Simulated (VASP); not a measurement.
Given:

```yaml
crystal:
  lattice:
    - [0.00000, 3.05231, 3.05231]
    - [3.05231, 0.00000, 3.05231]
    - [3.05231, 3.05231, 0.00000]
  atoms:
    - { symbol: In, position: [0.00000, 0.00000, 0.00000] }
    - { symbol: As, position: [0.25000, 0.25000, 0.25000] }
```

All values below come from AM05 GGA, VASP's PBE PAW potentials (set 64) (plane waves; VASP 6.6.1). Settings: 520 eV cut-off, 12×12×12 Γ-centred mesh, tetrahedra with Blöchl corrections, potentials In_d As.

Unless said otherwise, spin-orbit coupling is left out, though it shifts the bands of the heavy elements here.

Task: What does the run give for the energy per atom (σ→0), band gap (on the k-mesh) with the smallest direct gap where there is one?

Result: 
The band gap (on the k-mesh) is none (metal, semimetal or under 0.01 eV) and the energy per atom (σ→0) is -3.988 eV/atom.

The absolute energy has meaning only against runs of the same code, potentials and settings.

The compound is InAs in the zinc blende structure. It was relaxed first.
